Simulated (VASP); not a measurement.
Set up this calculation in VASP 6.6.1, as the native input.

- Task: single point
- Functional: PBEsol
- Potentials or basis: VASP PAW PBE potentials, release 64 (Gd, O)
- Cutoff: 520 eV
- k mesh: 6 × 6 × 6
- Occupations: gaussian, width 0.05 eV
- Spin: collinear spin, zero start
- Starting moments: [0.0, 0.0] μB
- Fixed moment: 0 μB
- Hubbard terms: Gd f U = 8.0 eV
- Dipole correction: no
- Further INCAR settings: ALGO = Normal; EDIFF = 1e-06; NBANDS = 23

The structure of GdO lies in POSCAR:

```
GdO
1.0
    0.0000000000      2.7000000000      2.7000000000
    2.7000000000      0.0000000000      2.7000000000
    2.7000000000      2.7000000000      0.0000000000
Gd O
1 1
Direct
    0.0000000000      0.0000000000      0.0000000000
    0.2500000000      0.2500000000      0.2500000000
```

The cell comes from a database or a generator and needn't be the stable form of this composition.

These files were run (other wordings do the same):

INCAR

```
ALGO = Normal ; EDIFF = 1E-6
ENCUT = 520 ; GGA = PS
ISIF = 2 ; ISMEAR = 0
ISPIN = 2 ; LASPH = True
LCHARG = True ; LDAU = True
LDAUJ = 0 0 ; LDAUL = 3 -1
LDAUPRINT = 1 ; LDAUTYPE = 2
LDAUU = 8 0 ; LELF = True
LMAXMIX = 6 ; LORBIT = 11
LREAL = False ; LVHAR = True
LWAVE = False ; MAGMOM = 0 0
NBANDS = 23 ; NELM = 150
NUPDOWN = 0.0 ; PREC = Accurate
SIGMA = 0.05
```

KPOINTS

```
k-points
0
Gamma
  6 6 6
```

Potentials or basis: VASP PAW PBE potentials, release 64 (Gd, O).

Command:

```console
$ cat potpaw_PBE.64/Gd/POTCAR potpaw_PBE.64/O/POTCAR > POTCAR
$ mpirun -np 1 vasp_std > vasp.out
```

It gave:

```yaml
Pressure: -1.9 GPa
Net_moment: 0.00 μB per cell
Valence_electrons_inside_the_program's_atomic_spheres: Gd 15.48; O 4.97
```

Caveat: the PAW data sets were made with another functional, which shifts forces and pressure a little; the total moment is fixed, so each spin has its own Fermi level.

It took 45 s on 1 thread of AMD EPYC 9R45 96-Core Processor (Zen 5), with other jobs on the host, peak memory 0.16 GiB.
